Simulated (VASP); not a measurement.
VASP input:

**INCAR**
```
SYSTEM  =  GaSe
PREC  =  Accurate; ENCUT  =  300; LREAL  =  .FALSE.
LASPH  =  .TRUE.
EDIFF  =  1E-6; NELM  =  100; ALGO  =  Normal
LMAXMIX  =  4
ISMEAR  =  0; SIGMA  =  0.01
GGA  =  PE
IBRION  =  2; NSW  =  50; ISIF  =  3
EDIFFG  =  -0.01
LWAVE  =  .FALSE.; LCHARG  =  .FALSE.
```

**POSCAR**
```
GaSe
1.0
  3.8140680000   0.0000000000   0.0000000000
 -1.9070340000   3.3030800000   0.0000000000
  0.0000000000   0.0000000000  16.7073920000
Ga Se
4 4
Cartesian
 -0.0000019070   2.2020544344   2.9428400269
  1.9070359070   1.1010255656  13.7645519731
  1.9070359070   1.1010255656  11.2965360269
 -0.0000019070   2.2020544344   5.4108559731
 -0.0000019070   2.2020544344  10.1268515130
  1.9070359070   1.1010255656   6.5805404870
  1.9070359070   1.1010255656   1.7731555130
 -0.0000019070   2.2020544344  14.9342364870
```

**KPOINTS**
```
Automatic mesh
0
Gamma
5 5 1
0 0 0
```

POTCAR, in this order: Ga_d Se (PBE.64 set). Program: vasp_std.

Q: Translate this PBE calculation to Quantum ESPRESSO's pw.x.

A: One equivalent input (not run):
```
&CONTROL
  calculation = 'vc-relax'
  pseudo_dir = './pseudo'
  outdir = './out'
  tprnfor = .true.
  tstress = .true.
  nstep = 50
  forc_conv_thr = 0.00039
/
&SYSTEM
  ibrav = 0
  nat = 8
  ntyp = 2
  ecutwfc = 86
  occupations = 'smearing'
  smearing = 'gaussian'
  degauss = 0.000735
  input_dft = 'pbe'
/
&ELECTRONS
  conv_thr = 7.3e-08
  electron_maxstep = 100
/
&IONS
/
&CELL
/
ATOMIC_SPECIES
  Ga 69.723 Ga.upf
  Se 78.971 Se.upf
CELL_PARAMETERS angstrom
     3.8140680    0.0000000    0.0000000
    -1.9070340    3.3030800    0.0000000
     0.0000000    0.0000000   16.7073920
ATOMIC_POSITIONS crystal
  Ga   0.3333330  0.6666670  0.1761400
  Ga   0.6666670  0.3333330  0.8238600
  Ga   0.6666670  0.3333330  0.6761400
  Ga   0.3333330  0.6666670  0.3238600
  Se   0.3333330  0.6666670  0.6061300
  Se   0.6666670  0.3333330  0.3938700
  Se   0.6666670  0.3333330  0.1061300
  Se   0.3333330  0.6666670  0.8938700
K_POINTS automatic
  5 5 1 0 0 0
```
Limits of the translation: the potentials are each code's own (VASP's PAW set, PseudoDojo norm-conserving files in pw.x), so ENCUT and ecutwfc are chosen apart and not converted; conv_thr bounds pw.x's estimated SCF error, while EDIFF bounds the energy change between steps; forc_conv_thr acts on force components and is met together with etot_conv_thr.

The structure comes from a computed database's GaSe entry, a phase known from measurement. This run relaxes it. Symmetry was kept, so distortions that lower it aren't found. The run is one of a series of settings (EDIFFG = -0.01, IBRION = 2, ISIF = 3, NSW = 50 against the base run), some of them coarse on purpose.
